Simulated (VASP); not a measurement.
Input:

```yaml
crystal:
  lattice:
    - [4.12235, 0.00000, 0.00000]
    - [0.00000, 4.12235, 0.00000]
    - [0.00000, 0.00000, 4.12235]
  atoms:
    - { symbol: Ba, position: [0.00000, 0.00000, 0.00000] }
    - { symbol: Zr, position: [0.50000, 0.50000, 0.50000] }
    - { symbol: O, position: [0.50000, 0.00000, 0.50000] }
    - { symbol: O, position: [0.00000, 0.50000, 0.50000] }
    - { symbol: O, position: [0.50000, 0.50000, 0.00000] }
```

All values below come from SCAN meta-GGA, VASP's PBE PAW potentials (set 64) (plane waves; VASP). Settings: 520 eV cut-off, 5×5×5 Γ-centred mesh, Gaussian smearing of 0.050 eV, potentials Ba_sv Zr_sv O.

Question: What does the run give for the energy per atom (σ→0), pressure?

Answer: 
```json
{
  "energy per atom (σ→0)": "-21.373 eV/atom",
  "pressure": "11.67 GPa"
}
```

The absolute energy has meaning only against runs of the same code, potentials and settings.

The compound is BaZrO3 in the cubic perovskite structure. This cell is one point of a volume scan, at 0.94 of the reference volume.
